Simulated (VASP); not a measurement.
Here is the system:

```
CELL_PARAMETERS angstrom
      3.18285    -2.67837     0.00000
      3.18285     2.67837     0.00000
      0.00000     0.00000     5.39615
ATOMIC_POSITIONS crystal
  H  0.94581 0.05419 0.18301
  H  0.05419 0.94581 0.68301
  Br 0.75070 0.24930 0.99599
  Br 0.24930 0.75070 0.49599
```

Calculation: r2SCAN meta-GGA, VASP's PBE PAW potentials (set 64) (plane waves; VASP). Run with 400 eV cut-off, 7×7×5 Γ-centred mesh, Gaussian smearing of 0.010 eV, potentials H Br.

Task: Give the direction-averaged independent-particle dielectric function (no local fields, no excitons; a broadening of 0.1 eV leaves a tail below the gap, and fine structure carries the noise of the k-mesh).

Result: 
```json
[
 {"ħω (eV)": "0.00", "ε₁": "2.91", "ε₂": "0.00"},
 {"ħω (eV)": "0.50", "ε₁": "2.91", "ε₂": "0.00"},
 {"ħω (eV)": "1.10", "ε₁": "2.94", "ε₂": "0.01"},
 {"ħω (eV)": "1.60", "ε₁": "2.97", "ε₂": "0.01"},
 {"ħω (eV)": "2.20", "ε₁": "3.03", "ε₂": "0.01"},
 {"ħω (eV)": "2.70", "ε₁": "3.10", "ε₂": "0.02"},
 {"ħω (eV)": "3.30", "ε₁": "3.23", "ε₂": "0.02"},
 {"ħω (eV)": "3.90", "ε₁": "3.40", "ε₂": "0.04"},
 {"ħω (eV)": "4.40", "ε₁": "3.61", "ε₂": "0.05"},
 {"ħω (eV)": "5.00", "ε₁": "4.01", "ε₂": "0.09"},
 {"ħω (eV)": "5.50", "ε₁": "4.59", "ε₂": "0.20"},
 {"ħω (eV)": "6.10", "ε₁": "6.06", "ε₂": "0.96"},
 {"ħω (eV)": "6.60", "ε₁": "5.53", "ε₂": "5.04"},
 {"ħω (eV)": "7.20", "ε₁": "1.24", "ε₂": "4.46"},
 {"ħω (eV)": "7.80", "ε₁": "1.24", "ε₂": "2.42"},
 {"ħω (eV)": "8.30", "ε₁": "1.79", "ε₂": "1.68"},
 {"ħω (eV)": "8.90", "ε₁": "2.91", "ε₂": "1.57"},
 {"ħω (eV)": "9.40", "ε₁": "3.29", "ε₂": "3.03"},
 {"ħω (eV)": "10.00", "ε₁": "1.63", "ε₂": "3.78"},
 {"ħω (eV)": "10.60", "ε₁": "1.41", "ε₂": "3.45"},
 {"ħω (eV)": "11.10", "ε₁": "0.70", "ε₂": "3.62"},
 {"ħω (eV)": "11.70", "ε₁": "-0.39", "ε₂": "2.95"},
 {"ħω (eV)": "12.20", "ε₁": "0.18", "ε₂": "1.67"},
 {"ħω (eV)": "12.80", "ε₁": "0.51", "ε₂": "2.27"},
 {"ħω (eV)": "13.30", "ε₁": "0.35", "ε₂": "2.26"},
 {"ħω (eV)": "13.90", "ε₁": "-0.03", "ε₂": "2.07"},
 {"ħω (eV)": "14.50", "ε₁": "-0.17", "ε₂": "1.48"},
 {"ħω (eV)": "15.00", "ε₁": "-0.12", "ε₂": "1.44"},
 {"ħω (eV)": "15.60", "ε₁": "-0.15", "ε₂": "1.22"},
 {"ħω (eV)": "16.10", "ε₁": "0.07", "ε₂": "1.10"},
 {"ħω (eV)": "16.70", "ε₁": "0.03", "ε₂": "1.03"},
 {"ħω (eV)": "17.30", "ε₁": "-0.05", "ε₂": "1.04"}
]
```
ε₂ peaks at 6.8 eV (height 5.7), 9.8 eV (height 4.2); ε₁(0) averages 2.91, so the electronic refractive index below the gap tends to √2.91 = 1.70.

The structure comes from a measured HBr entry (Cmc2_1) of the Crystallography Open Database, whose conditions weren't checked. It was relaxed first.
